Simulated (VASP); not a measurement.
# Relaxed cell of Nickel: a test of cutoff and mesh, part 2 of 2

Aim: test the relaxed volume of Nickel against cutoff and mesh. The starting structure is a measured crystal structure from the Crystallography Open Database.

VASP 6.6.1.

Results so far: reference 10.35 Å³ an atom; a cutoff of 270 eV 10.18 Å³ an atom; a 7×7×7 mesh 10.33 Å³ an atom.

**5. Relaxation with a cutoff of 460 eV**

Level of this step: PBEsol, spin-polarised from a ferromagnetic start (one magnetic atom a cell); plane waves and PAW (Ni) (VASP).

Against step 2 the input has ENCUT = 460. This run starts from the cell of an earlier relaxation, which isn't shown; the restart sets up the plane waves anew.

INCAR

```
SYSTEM = Ni
PREC = Accurate
ENCUT = 460
EDIFF = 1E-06
NELM = 100
ISMEAR = 1
SIGMA = 0.1
LREAL = .FALSE.
ALGO = Normal
GGA = PS
NBANDS = 11
ISPIN = 2
MAGMOM = 1
LMAXMIX = 4
LORBIT = 11
LWAVE = .FALSE.
LCHARG = .FALSE.
KPAR = 2
IBRION = 2
NSW = 50
ISIF = 3
EDIFFG = -0.01
```

POSCAR

```
Ni
1.0
    0.0000000000      1.7305113178      1.7305113178
    1.7305113178      0.0000000000      1.7305113178
    1.7305113178      1.7305113178      0.0000000000
Ni
1
Direct
    0.0000000000      0.0000000000      0.0000000000
```

KPOINTS

```
Automatic mesh
0
Gamma
14 14 14
0 0 0
```

PAW data sets: Ni (PBE family, release 64).

The run is started by

```
$ mpirun -np 2 vasp_std
```

The program printed:

```text
[... set-up lines as in an earlier step ...]
 entering main loop
       N       E                     dE             d eps       ncg     rms          rms(c)
DAV:   1     0.256993747273E+02    0.25699E+02   -0.42377E+03  4819   0.108E+03
DAV:   2    -0.652057335102E+01   -0.32220E+02   -0.30362E+02  4771   0.164E+02
DAV:   3    -0.734218861911E+01   -0.82162E+00   -0.81773E+00  5126   0.307E+01
DAV:   4    -0.734856313687E+01   -0.63745E-02   -0.63732E-02  5080   0.240E+00
[...]
DAV:  11    -0.613161900437E+01   -0.13040E-05   -0.16355E-05  5666   0.336E-02    0.243E-02
DAV:  12    -0.613162014177E+01   -0.11374E-05   -0.45290E-06  4252   0.162E-02    0.125E-02
DAV:  13    -0.613161986036E+01    0.28141E-06   -0.54086E-07  2543   0.109E-02
   1 F= -.61316199E+01 E0= -.61314576E+01  d E =-.613162E+01  mag=     0.5603
[...]
N       E                     dE             d eps       ncg     rms          rms(c)
DAV:   1    -0.613225583361E+01   -0.63569E-03   -0.92184E-03  5431   0.145E+00    0.211E-01
[...]
DAV:   3    -0.613163724993E+01    0.17573E-03   -0.11922E-03  5449   0.482E-01    0.332E-02
DAV:   4    -0.613162441775E+01    0.12832E-04   -0.93020E-06  5190   0.220E-02    0.190E-02
DAV:   5    -0.613162274880E+01    0.16689E-05   -0.31218E-06  3504   0.118E-02    0.355E-03
DAV:   6    -0.613162265088E+01    0.97924E-07   -0.19542E-07  2411   0.447E-03
   2 F= -.61316227E+01 E0= -.61314581E+01  d E =-.279051E-05  mag=     0.5597
 trial-energy change:   -0.000003  1 .order    0.000000   -0.000025    0.000025
 step:   0.4998(harm=  0.4998)  dis= 0.00000  next Energy=    -6.131626 (dE=-0.625E-05)
[...]
N       E                     dE             d eps       ncg     rms          rms(c)
DAV:   1    -0.613178866868E+01   -0.16592E-03   -0.22984E-03  5419   0.724E-01    0.106E-01
DAV:   2    -0.613167586476E+01    0.11280E-03   -0.21419E-03  5542   0.610E-01    0.522E-02
DAV:   3    -0.613163156836E+01    0.44296E-04   -0.30182E-04  5428   0.243E-01    0.168E-02
DAV:   4    -0.613162815399E+01    0.34144E-05   -0.23537E-06  4502   0.112E-02    0.959E-03
DAV:   5    -0.613162774057E+01    0.41342E-06   -0.80764E-07  2489   0.595E-03
   3 F= -.61316277E+01 E0= -.61314644E+01  d E =-.788021E-05  mag=     0.5600
[...]
reached required accuracy - stopping structural energy minimisation
```

Wall time 9.2 s (2 MPI ranks of AMD EPYC 9R45, shared host); peak memory 0.2 GiB; 17 s of CPU time.

From OUTCAR (step 5):

```text
  Total        0.0008078      0.0008078      0.0008078      0.0000000      0.0000000      0.0000000
  in kB        0.1249915      0.1249915      0.1249915      0.0000000      0.0000000      0.0000000
  external PRESSURE =       0.1249915 kB  Pullay stress =       0.0000000 kB

 POSITION                                       TOTAL-FORCE (eV/Angst)
 -----------------------------------------------------------------------------------
      0.00000      0.00000      0.00000        -0.000000      0.000000     -0.000000
 -----------------------------------------------------------------------------------
    total drift:                                0.000000      0.000000      0.000000

  FREE ENERGIE OF THE ION-ELECTRON SYSTEM (eV)
  ---------------------------------------------------
  free  energy   TOTEN  =        -6.1316277406 eV

  energy  without entropy=       -6.1311377569  energy(sigma->0) =       -6.13146441

[... 3 parts as in an earlier step ...]

[... 2 further parts left out ...]
[key lines of the parts left out:]
E-fermi :   9.9055
```

With a cutoff of 460 eV the cell ends at 10.355 Å³ an atom, +0.03 % from the reference.

**6. Relaxation with an 18×18×18 mesh**

Against step 2 the input has an 18×18×18 mesh. This run starts from the cell of an earlier relaxation, which isn't shown; the restart sets up the plane waves anew.

INCAR, as its differences from that of step 5:

```diff
@@ -2,3 +2,3 @@
 PREC = Accurate
-ENCUT = 460
+ENCUT = 450
 EDIFF = 1E-06
```

POSCAR

```
Ni
1.0
    0.0000000000      1.7309411820      1.7309411820
    1.7309411820      0.0000000000      1.7309411820
    1.7309411820      1.7309411820      0.0000000000
Ni
1
Direct
    0.0000000000      0.0000000000      0.0000000000
```

KPOINTS

```
Automatic mesh
0
Gamma
18 18 18
0 0 0
```

The run is started by

```
$ mpirun -np 2 vasp_std
```

The program printed:

```text
[... set-up lines as in an earlier step ...]
 entering main loop
       N       E                     dE             d eps       ncg     rms          rms(c)
DAV:   1     0.256808606394E+02    0.25681E+02   -0.42405E+03  8995   0.106E+03
DAV:   2    -0.649329201451E+01   -0.32174E+02   -0.30206E+02  8957   0.162E+02
DAV:   3    -0.733523222743E+01   -0.84194E+00   -0.83851E+00  9540   0.307E+01
DAV:   4    -0.734181539970E+01   -0.65832E-02   -0.65811E-02  9667   0.240E+00
[...]
DAV:  11    -0.613572581723E+01    0.12751E-04   -0.25892E-05 11807   0.394E-02    0.297E-02
DAV:  12    -0.613572776013E+01   -0.19429E-05   -0.16117E-06  5553   0.110E-02    0.424E-03
DAV:  13    -0.613572763105E+01    0.12907E-06   -0.12343E-07  4725   0.439E-03
   1 F= -.61357276E+01 E0= -.61357905E+01  d E =-.613573E+01  mag=     0.6112
[...]
N       E                     dE             d eps       ncg     rms          rms(c)
DAV:   1    -0.613672312387E+01   -0.99536E-03   -0.14463E-02 10218   0.182E+00    0.266E-01
[...]
DAV:   4    -0.613572441290E+01    0.19617E-04   -0.12241E-05  9639   0.257E-02    0.243E-02
DAV:   5    -0.613572109052E+01    0.33224E-05   -0.62069E-06  9108   0.162E-02    0.425E-03
DAV:   6    -0.613572100672E+01    0.83792E-07   -0.13021E-07  4871   0.297E-03
   2 F= -.61357210E+01 E0= -.61357847E+01  d E =0.662433E-05  mag=     0.6110
 trial-energy change:    0.000007  1 .order    0.000007   -0.000039    0.000053
 step:   0.4253(harm=  0.4253)  dis= 0.00000  next Energy=    -6.135736 (dE=-0.840E-05)
[...]
N       E                     dE             d eps       ncg     rms          rms(c)
DAV:   1    -0.613606823273E+01   -0.34714E-03   -0.47676E-03 10200   0.104E+00    0.152E-01
DAV:   2    -0.613583352144E+01    0.23471E-03   -0.44103E-03 10413   0.877E-01    0.756E-02
DAV:   3    -0.613574291196E+01    0.90609E-04   -0.61441E-04 10233   0.347E-01    0.249E-02
DAV:   4    -0.613573603812E+01    0.68738E-05   -0.43937E-06  9060   0.150E-02    0.139E-02
DAV:   5    -0.613573493178E+01    0.11063E-05   -0.20449E-06  5422   0.939E-03    0.249E-03
DAV:   6    -0.613573508355E+01   -0.15177E-06   -0.10358E-07  4488   0.324E-03
   3 F= -.61357351E+01 E0= -.61357982E+01  d E =-.745250E-05  mag=     0.6111
[...]
reached required accuracy - stopping structural energy minimisation
```

It took 17 s on 2 MPI ranks; peak memory 0.23 GiB; 32 s of CPU time.

From OUTCAR (step 6):

```text
  Total        0.0013940      0.0013940      0.0013940     -0.0000000      0.0000000      0.0000000
  in kB        0.2155414      0.2155414      0.2155414     -0.0000000      0.0000000      0.0000000
  external PRESSURE =       0.2155414 kB  Pullay stress =       0.0000000 kB

 POSITION                                       TOTAL-FORCE (eV/Angst)
 -----------------------------------------------------------------------------------
      0.00000      0.00000      0.00000         0.000000     -0.000000     -0.000000
 -----------------------------------------------------------------------------------
    total drift:                                0.000000      0.000000      0.000000

  FREE ENERGIE OF THE ION-ELECTRON SYSTEM (eV)
  ---------------------------------------------------
  free  energy   TOTEN  =        -6.1357350836 eV

  energy  without entropy=       -6.1359245212  energy(sigma->0) =       -6.13579823

 magnetization (x)
# of ion       s       p       d       tot
------------------------------------------
    1       -0.006  -0.023   0.646   0.616

[... 1 part as in an earlier step ...]

[... 3 further parts left out ...]
[key lines of the parts left out:]
E-fermi :   9.8950
```

With an 18×18×18 mesh the cell ends at 10.362 Å³ an atom, +0.10 % from the reference.

**7. All runs side by side**

```csv
run,volume (Å³/atom),change (%),pressure left (GPa),core minutes
reference,10.352,-,0.01,0.713
a cutoff of 270 eV,10.177,-1.69,0.01,0.427
a 7×7×7 mesh,10.33,-0.21,-0.15,0.24
a cutoff of 460 eV,10.355,0.03,0.01,0.687
an 18×18×18 mesh,10.362,0.1,0.02,1.25
```

Core minutes are wall time times ranks, summed over the relaxations behind a row (those for a bulk modulus apart), on shared hosts.

**8. What came out**

```yaml
volume_of_the_reference: 10.35 Å³/atom
volume_against_the_reference_a_cutoff_of_270_ev: -1.69 %
volume_against_the_reference_a_7x7x7_mesh: -0.21 %
volume_against_the_reference_a_cutoff_of_460_ev: +0.03 %
volume_against_the_reference_an_18x18x18_mesh: +0.10 %
```

In words: The volume moves most with a cutoff of 270 eV: -1.69 % against the reference (450 eV, 14×14×14 mesh). On finer settings it changes by +0.10 % with an 18×18×18 mesh. The relaxations stop with up to 0.15 GPa left, which at a bulk modulus of 50 GPa, to name a scale, is 0.30 % of the volume. That understates it: a restart alone still moved the volume by up to 0.9 %. A cell that shrinks at the lower cutoff is the usual mark of Pulay stress, the error that a plane-wave basis makes when it is kept while the volume changes. Further runs on this material are not shown.

[Lines on the potential files, build, host, timing and source positions are cut from VASP's logs without a mark.]

[Logs are printed without paths, hosts, clocks, repeated set-up lines and the standing remarks that a program may print on its own settings, such as how far it seeks lower states.]

[Hosts, paths, dates, database ids (printed as entryN), source tags and the programs' standing remarks are cut or masked in the printed files.]
